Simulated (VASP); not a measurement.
PtSe2, a slab with vacuum:

```
Se Pt
1.0
     3.70583    0.00000    0.00000
    -1.85292    3.20935    0.00000
     0.00000    0.00000   20.53100
Se Pt
2 1
Direct
  0.66667 0.33333 0.43545
  0.33333 0.66667 0.56455
  0.00000 0.00000 0.50000
```

Base run:

| Quantity | Value |
| --- | --- |
| Program | VASP 6.6.1 |
| Functional | PBE0 |
| Potentials or basis | VASP PAW PBE potentials, release 64 (Se, Pt) |
| Cutoff | 520 eV |
| k mesh | 6 × 6 × 1 |
| Occupations | gaussian, width 0.03 eV |
| Spin | no spin polarisation |

Its results: band gap on the k mesh 2.83 eV, indirect (least direct gap 3.01 eV); largest force 0.387 eV/Å.

The run is repeated on the same cell with these changes: functional from PBE0 to HSE06. What comes out?

Band gap on the k mesh 2.19 eV, indirect (least direct gap 2.36 eV); largest force 0.396 eV/Å.

Caveats: the PAW data sets were made with another functional, which shifts forces and pressure a little; spin-orbit coupling is left out, which moves the levels of the heavy elements.

A k mesh can miss the band edges.
